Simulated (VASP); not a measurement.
Output of a VASP run:

**OUTCAR**
```
 ion  position               nearest neighbor table
   1  0.500  0.500  0.000-   3 1.92   4 1.92   3 1.92   4 1.92   5 1.94   6 1.94
   2  0.000  0.000  0.500-   5 1.92   6 1.92   5 1.92   6 1.92   3 1.94   4 1.94
   3  0.696  0.696  0.500-   1 1.92   1 1.92   2 1.94
   4  0.304  0.304  0.500-   1 1.92   1 1.92   2 1.94
   5  0.804  0.196  0.000-   2 1.92   2 1.92   1 1.94
   6  0.196  0.804  0.000-   2 1.92   2 1.92   1 1.94
  LATTYP: Found a simple tetragonal cell.
 ALAT       =     4.5179630000
 C/A-ratio  =     0.6433288630
 Subroutine PRICEL returns:
 Original cell was already a primitive cell.
 Subroutine GETGRP returns: Found 16 space group operations
The static configuration has the point symmetry D_2h.
 The point group associated with its full space group is D_4h.
The dynamic configuration has the point symmetry D_2h.
 Subroutine INISYM returns: Found 16 space group operations
 Subroutine IBZKPT returns following result:
 Found     50 irreducible k-points:

 Following reciprocal coordinates:
            Coordinates               Weight
  0.000000  0.000000  0.000000      1.000000
  0.166667  0.000000  0.000000      4.000000
  0.333333  0.000000  0.000000      4.000000
  0.500000  0.000000  0.000000      2.000000
  0.166667  0.166667  0.000000      4.000000
  0.333333  0.166667  0.000000      8.000000
  0.500000  0.166667  0.000000      4.000000
  0.333333  0.333333  0.000000      4.000000
  0.500000  0.333333  0.000000      4.000000
  0.500000  0.500000  0.000000      1.000000
  0.000000  0.000000  0.111111      2.000000
  0.166667  0.000000  0.111111      8.000000
  0.333333  0.000000  0.111111      8.000000
  0.500000  0.000000  0.111111      4.000000
  0.166667  0.166667  0.111111      8.000000
  0.333333  0.166667  0.111111     16.000000
  0.500000  0.166667  0.111111      8.000000
  0.333333  0.333333  0.111111      8.000000
  0.500000  0.333333  0.111111      8.000000
  0.500000  0.500000  0.111111      2.000000
  0.000000  0.000000  0.222222      2.000000
  0.166667  0.000000  0.222222      8.000000
  0.333333  0.000000  0.222222      8.000000
  0.500000  0.000000  0.222222      4.000000
  0.166667  0.166667  0.222222      8.000000
  0.333333  0.166667  0.222222     16.000000
  0.500000  0.166667  0.222222      8.000000
  0.333333  0.333333  0.222222      8.000000
  0.500000  0.333333  0.222222      8.000000
  0.500000  0.500000  0.222222      2.000000
  0.000000  0.000000  0.333333      2.000000
  0.166667  0.000000  0.333333      8.000000
  0.333333  0.000000  0.333333      8.000000
  0.500000  0.000000  0.333333      4.000000
  0.166667  0.166667  0.333333      8.000000
  0.333333  0.166667  0.333333     16.000000
  0.500000  0.166667  0.333333      8.000000
  0.333333  0.333333  0.333333      8.000000
  0.500000  0.333333  0.333333      8.000000
  0.500000  0.500000  0.333333      2.000000
   k-points           NKPTS =     50   k-points in BZ     NKDIM =     50   number of bands    NBANDS=     28
   number of dos      NEDOS =    301   number of ions     NIONS =      6
   total plane-waves  NPLWV =  18000
   dimension x,y,z NGX =    30 NGY =   30 NGZ =   20
   dimension x,y,z NGXF=    60 NGYF=   60 NGZF=   40
   ions per type =               2   4
   PREC   = accura    normal or accurate (medium, high low for compatibility)
   ISTART =      0    job   : 0-new  1-cont  2-samecut
   ICHARG =      2    charge: 1-file 2-atom 10-const
   ISPIN  =      1    spin polarized calculation?
   LNONCOLLINEAR =      F non collinear calculations
   LSORBIT =      F    spin-orbit coupling
   INIWAV =      1    electr: 0-lowe 1-rand  2-diag
   ENCUT  =  400.0 eV  29.40 Ry    5.42 a.u.   7.37  7.37  4.74*2*pi/ulx,y,z
   NELM   =    100;   NELMIN=  2; NELMDL= -5     # of ELM steps
   EDIFF  = 0.1E-05   stopping-criterion for ELM
   LREAL  =      F    real-space projection
   NLSPLINE    = F    spline interpolate recip. space projectors
...
```

### OSZICAR
```
       N       E                     dE             d eps       ncg     rms          rms(c)
DAV:   1     0.615483949618E+03    0.61548E+03   -0.22068E+04  2800   0.175E+03
DAV:   2     0.276992042197E+02   -0.58778E+03   -0.56706E+03  3220   0.542E+02
DAV:   3    -0.648990923546E+02   -0.92598E+02   -0.91166E+02  4248   0.199E+02
DAV:   4    -0.700888451839E+02   -0.51898E+01   -0.51854E+01  3752   0.465E+01
DAV:   5    -0.703158614956E+02   -0.22702E+00   -0.22699E+00  3824   0.808E+00    0.345E+01
DAV:   6    -0.536427305019E+02    0.16673E+02   -0.10944E+02  3380   0.105E+02    0.118E+01
DAV:   7    -0.535174539077E+02    0.12528E+00   -0.13561E+01  3576   0.299E+01    0.847E+00
DAV:   8    -0.536246281532E+02   -0.10717E+00   -0.34069E+00  3436   0.176E+01    0.393E+00
DAV:   9    -0.534629996638E+02    0.16163E+00   -0.16758E+00  3500   0.119E+01    0.122E+00
DAV:  10    -0.534642418725E+02   -0.12422E-02   -0.11888E-01  3528   0.275E+00    0.271E-01
DAV:  11    -0.534638807745E+02    0.36110E-03   -0.99447E-03  3624   0.809E-01    0.646E-02
DAV:  12    -0.534638912344E+02   -0.10460E-04   -0.53045E-04  3448   0.186E-01    0.557E-02
DAV:  13    -0.534638738053E+02    0.17429E-04   -0.55254E-05  3512   0.510E-02    0.124E-02
DAV:  14    -0.534638739382E+02   -0.13282E-06   -0.70757E-06  3184   0.247E-02
   1 F= -.53463874E+02 E0= -.53463874E+02  d E =-.166666E-12
```

File OUTCAR:
```
------------------------ aborting loop because EDIFF is reached ----------------------------------------
  FORCE on cell =-STRESS in cart. coord.  units (eV):
  Direction    XX          YY          ZZ          XY          YZ          ZX
  --------------------------------------------------------------------------------------
  Total        4.3999360      4.3999360      5.6112481     -0.0000000      0.0000000      0.0000000
  in kB      118.8217373    118.8217373    151.5336242     -0.0000000      0.0000000      0.0000000
  external PRESSURE =     129.7256996 kB  Pullay stress =       0.0000000 kB
  volume of cell :       59.33
      direct lattice vectors                 reciprocal lattice vectors
     4.517963000  0.000000000  0.000000000     0.221338687  0.000000000  0.000000000
     0.000000000  4.517963000  0.000000000     0.000000000  0.221338687  0.000000000
     0.000000000  0.000000000  2.906536000     0.000000000  0.000000000  0.344052164
 POSITION                                       TOTAL-FORCE (eV/Angst)
 -----------------------------------------------------------------------------------
      2.25898      2.25898      0.00000        -0.000000      0.000000      0.000000
      0.00000      0.00000      1.45327        -0.000000      0.000000      0.000000
      3.14306      3.14306      1.45327         0.205569      0.205569     -0.000000
      1.37491      1.37491      1.45327        -0.205569     -0.205569      0.000000
      3.63389      0.88407      0.00000        -0.205569      0.205569      0.000000
      0.88407      3.63389      0.00000         0.205569     -0.205569      0.000000
 -----------------------------------------------------------------------------------
    total drift:                               -0.000000      0.000000      0.000000
  FREE ENERGIE OF THE ION-ELECTRON SYSTEM (eV)
  ---------------------------------------------------
  free  energy   TOTEN  =       -53.4638739382 eV

  energy  without entropy=      -53.4638739382  energy(sigma->0) =      -53.46387394
```
(Selected blocks of OUTCAR.)

**POSCAR**
```
TiO2
1
    4.5179630000     0.0000000000     0.0000000000
    0.0000000000     4.5179630000     0.0000000000
    0.0000000000     0.0000000000     2.9065360000
Ti O
2 4
Direct
  0.5000000000   0.5000000000   0.0000000000
  0.0000000000   0.0000000000   0.5000000000
  0.6956800000   0.6956800000   0.5000000000
  0.3043200000   0.3043200000   0.5000000000
  0.8043200000   0.1956800000   0.0000000000
  0.1956800000   0.8043200000   0.0000000000
```

Q: Write an INCAR and KPOINTS that could have produced this output.

A: One answer among several that fit: the input of the run itself, PBE GGA, plane waves, VASP's PBE PAW potentials (set 64).

**INCAR**
```
ALGO = Normal
EDIFF = 1E-6
ENCUT = 400
GGA = PE
ISIF = 2
ISMEAR = -1
LASPH = .TRUE.
LCHARG = .FALSE.
LMAXMIX = 4
LREAL = .FALSE.
LWAVE = .FALSE.
NELM = 100
PREC = Accurate
SIGMA = 0.02
SYSTEM = TiO2
```

KPOINTS:
```
Automatic mesh
0
Gamma
6 6 9
0 0 0
```

POTCAR, in this order: Ti_sv O (PBE.64 set). Program: vasp_std.

At this cut-off the stress carries a Pulay error, which pulls relaxed volumes low.

The structure comes from a computed database's TiO2 entry; how it stands against other phases isn't given here. The cell was not relaxed at this level.
